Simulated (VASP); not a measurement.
Input:

```yaml
crystal:
  lattice:
    - [0.00000, 2.14105, 2.14105]
    - [2.14105, 0.00000, 2.14105]
    - [2.14105, 2.14105, 0.00000]
  atoms:
    - { symbol: Al, position: [0.00000, 0.00000, 0.00000] }
    - { symbol: N, position: [0.25000, 0.25000, 0.25000] }
```

The numbers are results of PBEsol GGA, VASP's PBE PAW potentials (set 64) (plane waves; VASP), not measurements. Run with 600 eV cut-off, 10×10×10 Γ-centred mesh, Gaussian smearing of 0.050 eV, potentials Al N.

### Question
Estimate the energy per atom (σ→0), pressure, band gap (on the k-mesh) with the smallest direct gap where there is one.

### Answer

```json
{
  "band gap (on the k-mesh)": "3.21 eV",
  "smallest direct gap (on the k-mesh)": "4.67 eV",
  "energy per atom (σ→0)": "-7.776 eV/atom",
  "pressure": "15.07 GPa"
}
```

Only differences to runs with the same potentials and settings are physical.

The compound is AlN in the zinc blende structure, a metastable form; wurtzite is the usual one. It was relaxed first under an external pressure of 15 GPa.
